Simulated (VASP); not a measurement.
**MoS2 (2H layered): computed properties**

Calculation: PBEsol GGA, VASP's PBE PAW potentials (set 64) (plane waves; VASP).

| Item | Value |
|---|---|
| space group | P6_3/mmc (194) |
| cell | a = b = 3.139 Å, c = 12.397 Å, α = β = 90.00°, γ = 120.00° |
| volume per atom | 17.63 Å^3/atom |
| band gap (over mesh and band path) | 0.90 eV |
| smallest direct gap (over mesh and band path) | 1.75 eV |
| band gap with spin-orbit coupling | 0.91 eV |
| density | 5.03 g/cm³ |
| optical Γ-point spectrum | 31 (×2), 42, 285 (×2), 287 (×2), 385 (×4), 406, 407, 468, 471 cm⁻¹ |

```yaml
crystal:
  lattice:
    - [1.56932, -2.71815, 0.00000]
    - [1.56932, 2.71815, 0.00000]
    - [0.00000, 0.00000, 12.39740]
  atoms:
    - { symbol: Mo, position: [0.33333, 0.66667, 0.25000] }
    - { symbol: Mo, position: [0.66667, 0.33333, 0.75000] }
    - { symbol: S, position: [0.33333, 0.66667, 0.87581] }
    - { symbol: S, position: [0.66667, 0.33333, 0.37581] }
    - { symbol: S, position: [0.66667, 0.33333, 0.12419] }
    - { symbol: S, position: [0.33333, 0.66667, 0.62419] }
```

Measured: gap 1.29 eV (computed value off by -0.39 eV), as given by Wei Chen et al., Physical Review Materials (2018), doi:10.1103/physrevmaterials.2.073803; a 3.160 Å at 300 K (computed value off by -0.7 %), c 12.294 Å at 300 K (computed value off by +0.8 %), as given by arXiv:1605.07067. The calculation is for a static lattice, while the measured a, c hold thermal and zero-point effects, which are part of the difference.  The path is coarsely sampled, so an indirect gap can come out somewhat too large. Without a dispersion term in the relaxation, distances and binding between the weakly bound layers, chains or molecules are unreliable, and so is what depends on them.

The compound is MoS2 in the 2H layered structure. It was relaxed first. Symmetry was kept, so distortions that lower it aren't found.
